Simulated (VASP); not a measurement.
Data:

```yaml
crystal:
  lattice:
    - [0.00000, 3.04335, 3.04335]
    - [3.04335, 0.00000, 3.04335]
    - [3.04335, 3.04335, 0.00000]
  atoms:
    - { symbol: Cd, position: [0.00000, 0.00000, 0.00000] }
    - { symbol: Se, position: [0.25000, 0.25000, 0.25000] }
```

The numbers are results of optB86b-vdW, VASP's PBE PAW potentials (set 64) (plane waves; VASP), not measurements. Run with 520 eV cut-off, 8×8×8 Γ-centred mesh, Gaussian smearing of 0.050 eV, potentials Cd Se.

Task: What does the run give for the energy per atom (σ→0), pressure, band gap (on the k-mesh) with the smallest direct gap where there is one?

Result: 
```
Property                                     Result
-----------------------------------  --------------
band gap (on the k-mesh)                    0.50 eV
smallest direct gap (on the k-mesh)         0.50 eV
energy per atom (σ→0)                -0.338 eV/atom
pressure                                   1.61 GPa
```

The absolute energy has meaning only against runs of the same code, potentials and settings.

The compound is CdSe in the zinc blende structure, whereas wurtzite is the usual form. This cell is one point of a volume scan, at 0.97 of the reference volume.
